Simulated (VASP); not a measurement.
Method: PBE GGA + U (Dudarev), VASP's PBE PAW potentials (set 64) (plane waves; VASP).

The input files of a VASP run:

INCAR:
```
GGA=PE   # PBE
LDAUU=6.0 0
NELM=100
LWAVE=.False.
PREC=Accurate
ALGO=Normal   # blocked Davidson
SYSTEM=TiO2
SIGMA=0.01   # width (eV)
LDAU=.True.
EDIFF=1E-6   # SCF stop (eV)
LREAL=.False.   # projection in real space or not
LASPH=.True.   # aspherical one-centre terms
ISIF=2   # forces and stress, cell fixed
LDAUL=2 -1
ENCUT=400   # plane-wave cut-off (eV)
LDAUJ=0 0
LMAXMIX=4   # l cut-off of mixed one-centre charges
ISMEAR=0   # Gaussian
LDAUTYPE=2   # Dudarev
LCHARG=.False.
```

File KPOINTS:
```
Regular mesh
0
G
 12 12 12
0 0 0
```

POSCAR:
```
TiO2
1
   -1.8912700000     1.8912700000     4.8075100000
    1.8912700000    -1.8912700000     4.8075100000
    1.8912700000     1.8912700000    -4.8075100000
Ti O
2 4
Direct
  0.0000000000   0.0000000000   0.0000000000
  0.7500000000   0.2500000000   0.5000000000
  0.9571500000   0.4571500000   0.5000000000
  0.2071500000   0.2071500000   0.0000000000
  0.7928500000   0.7928500000   0.0000000000
  0.5428500000   0.0428500000   0.5000000000
```

POTCAR, in this order: Ti_sv O (PBE.64 set). Program: vasp_std.

Output of the run:

File OSZICAR:
```
       N       E                     dE             d eps       ncg     rms          rms(c)
DAV:   1     0.634690143718E+03    0.63469E+03   -0.21583E+04  9136   0.167E+03
DAV:   2     0.976281827614E+01   -0.62493E+03   -0.60805E+03 11720   0.530E+02
DAV:   3    -0.615940004890E+02   -0.71357E+02   -0.70835E+02 12920   0.189E+02
DAV:   4    -0.655191794583E+02   -0.39252E+01   -0.39222E+01 12992   0.415E+01
DAV:   5    -0.656742456343E+02   -0.15507E+00   -0.15504E+00 11940   0.623E+00    0.320E+01
DAV:   6    -0.453643993939E+02    0.20310E+02   -0.10807E+02 12036   0.106E+02    0.993E+00
DAV:   7    -0.458233574385E+02   -0.45896E+00   -0.92793E+00 12192   0.196E+01    0.658E+00
DAV:   8    -0.458491871357E+02   -0.25830E-01   -0.10420E+00 11000   0.770E+00    0.158E+00
DAV:   9    -0.458707933237E+02   -0.21606E-01   -0.13697E-01 12664   0.235E+00    0.121E+00
DAV:  10    -0.458856481587E+02   -0.14855E-01   -0.66334E-02 12332   0.287E+00    0.463E-01
DAV:  11    -0.458841260653E+02    0.15221E-02   -0.29192E-02 12776   0.179E+00    0.219E-01
DAV:  12    -0.458835409282E+02    0.58514E-03   -0.38499E-03 12804   0.574E-01    0.454E-02
DAV:  13    -0.458835565064E+02   -0.15578E-04   -0.17112E-04 10588   0.109E-01    0.227E-02
DAV:  14    -0.458835528133E+02    0.36931E-05   -0.39877E-05 13356   0.541E-02    0.230E-03
DAV:  15    -0.458835535761E+02   -0.76287E-06   -0.26255E-06  8624   0.119E-02
   1 F= -.45883554E+02 E0= -.45883554E+02  d E =-.245630E-35
```

File OUTCAR:
```
------------------------ aborting loop because EDIFF is reached ----------------------------------------
  FORCE on cell =-STRESS in cart. coord.  units (eV):
  Direction    XX          YY          ZZ          XY          YZ          ZX
  --------------------------------------------------------------------------------------
  Total        4.3396070      4.3396070      3.0916553      0.0000000     -0.0000000      0.0000000
  in kB      101.0819780    101.0819780     72.0135787      0.0000000     -0.0000000      0.0000000
  external PRESSURE =      91.3925116 kB  Pullay stress =       0.0000000 kB
  volume of cell :       68.78
      direct lattice vectors                 reciprocal lattice vectors
    -1.891270000  1.891270000  4.807510000     0.000000000  0.264372617  0.104003944
     1.891270000 -1.891270000  4.807510000     0.264372617  0.000000000  0.104003944
     1.891270000  1.891270000 -4.807510000     0.264372617  0.264372617  0.000000000
 POSITION                                       TOTAL-FORCE (eV/Angst)
 -----------------------------------------------------------------------------------
      0.00000      0.00000      0.00000         0.000000      0.000000      0.000000
      0.00000      1.89127      2.40375         0.000000      0.000000     -0.000000
      0.00000      1.89127      4.39551        -0.000000     -0.000000      0.218371
      0.00000      0.00000      1.99175        -0.000000     -0.000000      0.218371
      0.00000      0.00000      7.62327         0.000000      0.000000     -0.218371
      0.00000      1.89127      0.41200        -0.000000     -0.000000     -0.218371
 -----------------------------------------------------------------------------------
    total drift:                               -0.000000      0.000000      0.000000
  FREE ENERGIE OF THE ION-ELECTRON SYSTEM (eV)
  ---------------------------------------------------
  free  energy   TOTEN  =       -45.8835535761 eV

  energy  without entropy=      -45.8835535761  energy(sigma->0) =      -45.88355358
```
(Selected blocks of OUTCAR.)

At this cut-off the stress carries a Pulay error, which pulls relaxed volumes low.

The structure comes from a computed database's TiO2 entry; how it stands against other phases isn't given here. The cell was not relaxed at this level. The run is one of a series of settings (LDAU = .TRUE., LDAUJ = 0 0, LDAUL = 2 -1, LDAUTYPE = 2, LDAUU = 6.0 0 against the base run), some of them coarse on purpose.
